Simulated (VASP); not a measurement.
Given:

```xyz
5
Lattice="3.9171 0.0000 0.0000 0.0000 3.9171 0.0000 0.0000 0.0000 3.9171" Properties=species:S:1:pos:R:3 pbc="T T T"
K      0.0000     0.0000     0.0000
Zn     1.9586     1.9586     1.9586
F      1.9586     0.0000     1.9586
F      0.0000     1.9586     1.9586
F      1.9586     1.9586     0.0000
```

Level of theory: LDA (Ceperley-Alder, Perdew-Zunger), VASP's LDA PAW potentials (set 64) (plane waves; VASP 6.6.1). Settings: 620 eV cut-off, 6×6×6 Γ-centred mesh, Gaussian smearing of 0.050 eV, potentials K_sv Zn F.

Energy and stress use the plane-wave basis of the starting cell.

Problem. The ions, cell shape and volume at an external pressure of 10.0 GPa are relaxed. What does this cell relax into?

Solution. 
```xyz
5
Lattice="3.8679 0.0000 0.0000 0.0000 3.8679 0.0000 0.0000 0.0000 3.8679" Properties=species:S:1:pos:R:3 pbc="T T T"
K      0.0000     0.0000     0.0000
Zn     1.9340     1.9340     1.9340
F      1.9340     0.0000     1.9340
F      0.0000     1.9340     1.9340
F      1.9340     1.9340     0.0000
```
Space group Pm-3m (221), at a tolerance of 0.03 Å.

Problem. How do energy and volume change from the first to the last step?

Solution. The energy (σ→0) changes by +20.8 meV/atom and the volume by -3.7 %, in 3 ionic steps.

| step | E(σ→0) (eV) | max force (eV/Å) | pressure (GPa) | volume (Å³) |
|---|---|---|---|---|
| 1 | -23.0611 | 0.000 | 5.07 | 60.10 |
| 2 | -22.8927 | 0.000 | 12.34 | 56.94 |
| 3 | -22.9571 | 0.000 | 9.97 | 57.87 |

The compound is KZnF3 in the cubic perovskite structure. This run relaxes it under an external pressure of 10 GPa. Symmetry was kept, so distortions that lower it aren't found.
